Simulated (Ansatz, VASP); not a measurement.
# TiB2: VASP beside Ansatz, part 2 of 2

One calculation is typed for both programs; each brings its own data sets. How far apart do they land? The structure shown comes from an earlier Ansatz run, which isn't shown and may have moved the atoms alone.

VASP 6.6.1 and Ansatz 0.2.0.

So far: The structure; Ansatz: elastic constants, LDA.

### 3. VASP: elastic constants, LDA

Level of this step: LDA; plane waves and PAW (Ti_sv, B) (VASP).

The same cell, functional (in two slightly different forms), mesh and smearing now go to VASP, with its own data sets.

Lines of VASP's logs that name or quote its potential files are left out, and so is its time.

The input, INCAR:

```
SYSTEM = TiB2
PREC = Accurate
ENCUT = 500
EDIFF = 1E-08
NELM = 120
ISMEAR = 0
SIGMA = 0.1
LREAL = .FALSE.
ALGO = Normal
GGA = CA
NBANDS = 15
LASPH = .TRUE.
LORBIT = 11
LWAVE = .FALSE.
LCHARG = .FALSE.
ISIF = 3
IBRION = 6
NFREE = 2
POTIM = 0.015
NSW = 1
GGA_COMPAT = .FALSE.
KPAR = 2
```

The input, POSCAR:

```
TiB2
1.0
    2.9953024737      0.0000000000      0.0000000000
   -1.4976512369      2.5940080343      0.0000000000
    0.0000000000      0.0000000000      3.1739409275
Ti B
1 2
Direct
    0.0000000000      0.0000000000      0.0000000000
    0.3333333333      0.6666666667      0.5000000000
    0.6666666667      0.3333333333      0.5000000000
```

The input, KPOINTS:

```
Automatic mesh
0
Gamma
15 15 12
0 0 0
```

The projector-augmented-wave data sets are Ti_sv and B (LDA family, release 64).

On the command line:

```sh
mpirun -np 2 vasp_std
```

Numbers of over 12 decimals in the logs are rounded to 6 here.

The program printed:

```text
[banner, memory and clock lines left out]
running    2 mpi-ranks, on    1 nodes
 distrk:  each k-point on    1 cores,    2 groups
 distr:  one band on    1 cores,    1 groups

 POSCAR found type information on POSCAR TiB
 POSCAR found :  2 types and       3 ions
 LDA part: xc-table for (Slater(with rela. corr.)+CA(PZ))
 , standard interpolation
 POSCAR, INCAR and KPOINTS ok, starting setup
 FFT: planning ... GRIDC
 FFT: planning ... GRID_SOFT
 FFT: planning ... GRID
 WAVECAR not read
 entering main loop
       N       E                     dE             d eps       ncg     rms          rms(c)
DAV:   1     0.120129184824E+03    0.12013E+03   -0.89519E+03  5670   0.134E+03
DAV:   2    -0.247001135938E+02   -0.14483E+03   -0.14043E+03  5992   0.354E+02
DAV:   3    -0.320415465468E+02   -0.73414E+01   -0.72849E+01  8213   0.779E+01
DAV:   4    -0.322331466028E+02   -0.19160E+00   -0.19145E+00  7004   0.112E+01
DAV:   5    -0.322378178828E+02   -0.46713E-02   -0.46711E-02  8282   0.149E+00    0.172E+01
DAV:   6    -0.269293388992E+02    0.53085E+01   -0.21827E+01  7948   0.531E+01    0.376E+00
DAV:   7    -0.269235005804E+02    0.58383E-02   -0.13243E+00  6111   0.134E+01    0.351E+00
DAV:   8    -0.269211778467E+02    0.23227E-02   -0.84681E-02  9255   0.250E+00    0.952E-01
DAV:   9    -0.269211972423E+02   -0.19396E-04   -0.33101E-02  7149   0.257E+00    0.262E-01
DAV:  10    -0.269207215535E+02    0.47569E-03   -0.40039E-03  7796   0.808E-01    0.792E-02
DAV:  11    -0.269206867950E+02    0.34759E-04   -0.27200E-04  7382   0.170E-01    0.724E-02
DAV:  12    -0.269206718769E+02    0.14918E-04   -0.83416E-05  7602   0.113E-01    0.691E-03
DAV:  13    -0.269206714537E+02    0.42326E-06   -0.32500E-06  6841   0.215E-02    0.232E-03
DAV:  14    -0.269206714385E+02    0.15201E-07   -0.24944E-07  7053   0.513E-03    0.117E-03
DAV:  15    -0.269206714121E+02    0.26401E-07   -0.55982E-08  6641   0.199E-03    0.390E-04
DAV:  16    -0.269206714148E+02   -0.27192E-08   -0.18358E-09  3360   0.509E-04
   1 F= -.26920671E+02 E0= -.26919668E+02  d E =-.200748E-02
[... from here on, the cycles between the ionic steps are left out ...]
   2 F= -.26908081E+02 E0= -.26907017E+02  d E =-.212882E-02
   3 F= -.26908896E+02 E0= -.26907969E+02  d E =-.185272E-02
  12 F= -.26915735E+02 E0= -.26914723E+02  d E =-.202385E-02
  13 F= -.26915735E+02 E0= -.26914723E+02  d E =-.202385E-02
  14 F= -.26918922E+02 E0= -.26917916E+02  d E =-.201078E-02
  15 F= -.26918922E+02 E0= -.26917916E+02  d E =-.201079E-02
  16 F= -.26918920E+02 E0= -.26917917E+02  d E =-.200737E-02
  17 F= -.26918920E+02 E0= -.26917917E+02  d E =-.200737E-02
  18 F= -.26918358E+02 E0= -.26917352E+02  d E =-.201177E-02
  19 F= -.26918358E+02 E0= -.26917352E+02  d E =-.201176E-02
  20 F= -.26919506E+02 E0= -.26918497E+02  d E =-.201686E-02
 Finite differences progress:
  Degree of freedom:  10/ 10
  Displacement:        1/  2
  Total:              19/ 20
 bond charge predicted
       N       E                     dE             d eps       ncg     rms          rms(c)
DAV:   1    -0.269212244755E+02   -0.17187E-02   -0.67779E-01  8520   0.464E+00    0.202E-01
DAV:   2    -0.269199040232E+02    0.13205E-02   -0.67278E-03 10662   0.723E-01    0.998E-02
DAV:   3    -0.269195018662E+02    0.40216E-03   -0.11232E-03 10550   0.220E-01    0.192E-02
DAV:   4    -0.269195057422E+02   -0.38760E-05   -0.10500E-04 10298   0.113E-01    0.707E-03
DAV:   5    -0.269195058266E+02   -0.84433E-07   -0.22889E-06 10834   0.134E-02    0.238E-03
DAV:   6    -0.269195058251E+02    0.14941E-08   -0.10418E-07 10662   0.450E-03    0.724E-04
DAV:   7    -0.269195058255E+02   -0.40177E-09   -0.94954E-09  6523   0.128E-03
  21 F= -.26919506E+02 E0= -.26918497E+02  d E =-.201686E-02
 Finite differences progress:
  Degree of freedom:  10/ 10
  Displacement:        2/  2
  Total:              20/ 20
```

OUTCAR, selected parts (step 3):

```text
ion  position               nearest neighbor table
   1  0.000  0.000  0.000-   2 2.35   3 2.35   2 2.35   3 2.35   3 2.35   3 2.35   2 2.35   2 2.35
                             3 2.35   3 2.35   2 2.35   2 2.35
   2  0.333  0.667  0.500-   3 1.73   3 1.73   3 1.73   1 2.35   1 2.35   1 2.35   1 2.35   1 2.35
                             1 2.35
   3  0.667  0.333  0.500-   2 1.73   2 1.73   2 1.73   1 2.35   1 2.35   1 2.35   1 2.35   1 2.35
                             1 2.35

  LATTYP: Found a hexagonal cell.
 ALAT       =     2.9953024737
 C/A-ratio  =     1.0596395374

 Subroutine GETGRP returns: Found 24 space group operations
 (whereof 24 operations were pure point group operations)

The static configuration has the point symmetry D_6h.

 Found    189 irreducible k-points:

   k-points           NKPTS =    189   k-points in BZ     NKDIM =    189   number of bands    NBANDS=     15

   dimension x,y,z NGX =    24 NGY =   24 NGZ =   24
   dimension x,y,z NGXF=    48 NGYF=   48 NGZF=   48

   ENCUT  =  500.0 eV  36.75 Ry    6.06 a.u.   5.46  5.46  5.79*2*pi/ulx,y,z

   NELECT =      18.0000    total number of electrons

 k-points in reciprocal lattice and weights: Automatic mesh
   0.00000000  0.00000000  0.00000000       0.000
   0.06666667 -0.00000000  0.00000000       0.002
   0.13333333 -0.00000000  0.00000000       0.002
   0.20000000 -0.00000000  0.00000000       0.002
   0.26666667 -0.00000000  0.00000000       0.002
   0.33333333  0.00000000  0.00000000       0.002
   0.40000000 -0.00000000  0.00000000       0.002
   0.46666667 -0.00000000  0.00000000       0.002
   0.06666667  0.06666667  0.00000000       0.002
[...]
14      16.2981      0.00000
    ...

 k-point     2 :       0.0667   -0.0000    0.0000
  band No.  band energies     occupation
    ...
      5      -3.0453      2.00000
      6       7.4133      2.00000
      7       7.6434      2.00000
      8       8.0668      2.00000
      9       8.2272      2.00000
     10      12.3327      0.00000
     11      12.5237      0.00000
     12      13.8460      0.00000
     13      13.9028      0.00000
     14      16.6943      0.00000
    ...

 k-point     3 :       0.1333   -0.0000    0.0000
  band No.  band energies     occupation
    ...
      5      -2.7860      2.00000
      6       6.7602      2.00000
      7       7.6050      2.00000
      8       7.8714      2.00000
      9       8.3333      2.00000
     10      12.2576      0.00000
     11      12.9490      0.00000
     12      13.1938      0.00000
     13      13.4094      0.00000
     14      17.3293      0.00000
    ...

 k-point     4 :       0.2000   -0.0000    0.0000
  band No.  band energies     occupation
    ...
      5      -2.3655      2.00000
      6       5.8484      2.00000
      7       7.5247      2.00000
      8       7.6300      2.00000
      9       8.4401      2.00000
     10      12.1497      0.00000
     11      12.7063      0.00000
     12      13.0854      0.00000
     13      13.4917      0.00000
     14      17.7976      0.00000
    ...

  Total       -0.0483071     -0.0483071     -0.2748682      0.0000000     -0.0000000     -0.0000000
  in kB       -3.1384190     -3.1384190    -17.8576463      0.0000000     -0.0000000     -0.0000000
  external PRESSURE =      -8.0448281 kB  Pullay stress =       0.0000000 kB

  energy-cutoff  :      500.00
  volume of cell :       24.66
      direct lattice vectors                 reciprocal lattice vectors
     2.995302474  0.000000000  0.000000000     0.333856099  0.192751909  0.000000000
    -1.497651237  2.594008034  0.000000000     0.000000000  0.385503818  0.000000000
     0.000000000  0.000000000  3.173940927     0.000000000  0.000000000  0.315065725

 POSITION                                       TOTAL-FORCE (eV/Angst)
 -----------------------------------------------------------------------------------
      0.00000      0.00000      0.00000         0.000000     -0.000000     -0.116958
     -0.00000      1.72934      1.57197        -0.000000     -0.000000      0.155299
      1.49765      0.86467      1.58697        -0.000000      0.000000     -0.038341
 -----------------------------------------------------------------------------------
    total drift:                                0.000000      0.000000     -0.000100

  FREE ENERGIE OF THE ION-ELECTRON SYSTEM (eV)
  ---------------------------------------------------
  free  energy   TOTEN  =       -26.9195058255 eV

  energy  without entropy=      -26.9174889654  energy(sigma->0) =      -26.91849740

  SYMMETRIZED ELASTIC MODULI (kBar)
 Direction    XX          YY          ZZ          XY          YZ          ZX
 --------------------------------------------------------------------------------
 XX        7039.3376    702.2644   1167.8975     -0.0000      0.0000      0.0000
 YY         702.2644   7039.3376   1167.8975     -0.0000     -0.0000      0.0000
 ZZ        1167.8975   1167.8975   4889.7130     -0.0000      0.0000      0.0000
 XY          -0.0000     -0.0000     -0.0000   3168.5366      0.0000      0.0000
 YZ           0.0000     -0.0000      0.0000      0.0000   2840.1119     -0.0000
 ZX          -0.0000      0.0000      0.0000      0.0000     -0.0000   2840.1119
 --------------------------------------------------------------------------------

 Eigenvectors and eigenvalues of the dynamical matrix
 ----------------------------------------------------

   1 f  =   27.459224 THz   172.531395 2PiTHz  915.941130 cm-1   113.562176 meV
             X         Y         Z           dx          dy          dz
      0.000000  0.000000  0.000000     0.000000    0.000000    0.000000
     -0.000000  1.729339  1.586970    -0.247883    0.662234    0.000000
      1.497651  0.864669  1.586970     0.247883   -0.662234   -0.000000

   2 f  =   27.459224 THz   172.531395 2PiTHz  915.941130 cm-1   113.562176 meV
             X         Y         Z           dx          dy          dz
      0.000000  0.000000  0.000000    -0.000000    0.000000   -0.000000
     -0.000000  1.729339  1.586970     0.662234    0.247883    0.000000
      1.497651  0.864669  1.586970    -0.662234   -0.247883   -0.000000

   3 f  =   17.082001 THz   107.329376 2PiTHz  569.794210 cm-1    70.645447 meV
             X         Y         Z           dx          dy          dz
      0.000000  0.000000  0.000000     0.000000   -0.000000    0.000000
     -0.000000  1.729339  1.586970    -0.000000    0.000000   -0.707107
      1.497651  0.864669  1.586970    -0.000000    0.000000    0.707107

   4 f  =   15.994252 THz   100.494847 2PiTHz  533.510809 cm-1    66.146880 meV
             X         Y         Z           dx          dy          dz
      0.000000  0.000000  0.000000     0.000000   -0.000000    0.557649
     -0.000000  1.729339  1.586970    -0.000000    0.000000   -0.586953
      1.497651  0.864669  1.586970    -0.000000    0.000000   -0.586953

   5 f  =   15.974852 THz   100.372957 2PiTHz  532.863712 cm-1    66.066650 meV
             X         Y         Z           dx          dy          dz
      0.000000  0.000000  0.000000     0.195524   -0.522347   -0.000000
     -0.000000  1.729339  1.586970    -0.205749    0.549663    0.000000
      1.497651  0.864669  1.586970    -0.205749    0.549663    0.000000

   6 f  =   15.974852 THz   100.372957 2PiTHz  532.863712 cm-1    66.066650 meV
             X         Y         Z           dx          dy          dz
      0.000000  0.000000  0.000000    -0.522347   -0.195524    0.000000
     -0.000000  1.729339  1.586970     0.549663    0.205749   -0.000000
      1.497651  0.864669  1.586970     0.549663    0.205749   -0.000000

   7 f/i=    0.000401 THz     0.002521 2PiTHz    0.013382 cm-1     0.001659 meV
             X         Y         Z           dx          dy          dz
      0.000000  0.000000  0.000000     0.096644    0.824369   -0.000000
     -0.000000  1.729339  1.586970     0.045920    0.391700   -0.000000
      1.497651  0.864669  1.586970     0.045920    0.391700   -0.000000

   8 f/i=    0.000401 THz     0.002521 2PiTHz    0.013382 cm-1     0.001659 meV
             X         Y         Z           dx          dy          dz
      0.000000  0.000000  0.000000    -0.824369    0.096644   -0.000000
     -0.000000  1.729339  1.586970    -0.391700    0.045920   -0.000000
      1.497651  0.864669  1.586970    -0.391700    0.045920   -0.000000

   9 f/i=    0.002192 THz     0.013774 2PiTHz    0.073125 cm-1     0.009066 meV
             X         Y         Z           dx          dy          dz
      0.000000  0.000000  0.000000     0.000000    0.000000    0.830077
     -0.000000  1.729339  1.586970     0.000000    0.000000    0.394317
      1.497651  0.864669  1.586970     0.000000    0.000000    0.394317

 ELASTIC MODULI CONTR FROM IONIC RELAXATION (kBar)
 Direction    XX          YY          ZZ          XY          YZ          ZX
 --------------------------------------------------------------------------------
 XX         -59.4066     59.4066     -0.0000      0.0000     -0.0000     -0.0000
 YY          59.4066    -59.4066     -0.0000      0.0000      0.0000      0.0000
 ZZ          -0.0000     -0.0000     -0.0000      0.0000     -0.0000     -0.0000
 XY           0.0000      0.0000      0.0000    -59.4066      0.0000      0.0000
 YZ          -0.0000      0.0000     -0.0000      0.0000     -0.0000     -0.0000
 ZX          -0.0000      0.0000     -0.0000      0.0000     -0.0000     -0.0000
 --------------------------------------------------------------------------------

 TOTAL ELASTIC MODULI (kBar)
 Direction    XX          YY          ZZ          XY          YZ          ZX
 --------------------------------------------------------------------------------
 XX        6979.9309    761.6711   1167.8975     -0.0000      0.0000     -0.0000
 YY         761.6711   6979.9309   1167.8975     -0.0000     -0.0000      0.0000
 ZZ        1167.8975   1167.8975   4889.7130     -0.0000      0.0000      0.0000
 XY          -0.0000     -0.0000     -0.0000   3109.1299      0.0000      0.0000
 YZ           0.0000     -0.0000      0.0000      0.0000   2840.1119     -0.0000
 ZX          -0.0000      0.0000     -0.0000      0.0000     -0.0000   2840.1119
 --------------------------------------------------------------------------------

 total charge
# of ion       s       p       d       tot
------------------------------------------
    1        2.187   6.232   2.108  10.526
    2        0.692   1.368   0.000   2.060
    3        0.692   1.368   0.000   2.060
--------------------------------------------------
tot          3.570   8.969   2.108  14.647

[... 2 further parts left out ...]
```

CONTCAR:

```
TiB2
   1.00000000000000
     2.9953024736999998    0.0000000000000000    0.0000000000000000
    -1.4976512368999999    2.5940080342999998    0.0000000000000000
     0.0000000000000000    0.0000000000000000    3.1739409274999999
  Ti              B
     1     2
Direct
     0.0000000000000000    0.0000000000000000    0.0000000000000000
     0.3333333332999970    0.6666666667000029    0.4952740141223060
     0.6666666667000030    0.3333333332999970    0.5000000000000000
```

Levels, forces or a CONTCAR printed for this step are those of its last displaced cell, not of the structure at rest.

### 4. Side by side

Known differences besides the potentials themselves: the two LDA forms differ slightly; the cutoff is 290 eV in Ansatz and 500 eV in VASP; VASP's log shows a relativistic correction to its local exchange, Ansatz's none; VASP takes each elastic constant from one size of strain, Ansatz from those that its log lists; Ansatz's log warns that its cutoff lies below the recommended one. Total energies have different zeros and are not compared.

Both answers:

```
 quantity  Ansatz   VASP  difference
C11 (GPa)   690.5  698.0     -1.07 %
C22 (GPa)   690.5  698.0     -1.07 %
C33 (GPa)   509.5  489.0     +4.19 %
C12 (GPa)    69.3   76.2     -9.08 %
C13 (GPa)   127.6  116.8     +9.23 %
C23 (GPa)   127.6  116.8     +9.23 %
C44 (GPa)   296.5  284.0     +4.40 %
C55 (GPa)   296.5  284.0     +4.40 %
C66 (GPa)   310.6  310.9     -0.09 %
```

### 5. Summary of results

```json
{"difference in C13 (elastic constants, LDA)": "9.2 %"}
```

In words: The difference in C13 is 9.2 % (elastic constants, LDA), beyond the 5 % picked in this series as the mark of a large difference. How closely two codes agree says nothing of how well the functional describes the real material.

[Lines on the potential files, build, host, timing and source positions are cut from VASP's logs without a mark.]

[Logs are printed without paths, hosts, clocks, repeated set-up lines and the standing remarks that a program may print on its own settings, such as how far it seeks lower states.]

[Hosts, paths, dates, database ids (printed as entryN), source tags and the programs' standing remarks are cut or masked in the printed files.]
